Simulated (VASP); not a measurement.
Given:

```
CoSi2
1.0
    0.00000     2.68000     2.68000
    2.68000     0.00000     2.68000
    2.68000     2.68000     0.00000
Co Si
1 2
Direct
  0.99433   0.00820   0.99825
  0.23881   0.23340   0.27040
  0.76686   0.75840   0.73135
```

The numbers are results of LDA (Ceperley-Alder, Perdew-Zunger), VASP's LDA PAW potentials (set 64) (plane waves; VASP), not measurements. Run with 300 eV cut-off, 6×6×6 Γ-centred mesh, Gaussian smearing of 0.10 eV, potentials Co Si.

At this cut-off the stress carries a Pulay error, which pulls relaxed volumes low.

### Question
Estimate the energy per atom (σ→0), pressure, largest force, band gap (on the k-mesh) with the smallest direct gap where there is one.

### Answer

```yaml
band gap (on the k-mesh): none (metal, semimetal or under 0.01 eV)
energy per atom (σ→0): -7.266 eV/atom
pressure: -7.84 GPa
largest_force: 0.849 eV/Å
```

The structure is a typed CoSi2 crystal. The cell was not relaxed at this level, atoms are displaced from their ideal sites. The k-mesh is coarse (spacing up to 0.34 per Å, 2π included), so the numbers may not be converged in it. The run is not spin-polarised, so no magnetic state was tried. The electron count is odd and the run is not spin-polarised, which forces a metal.
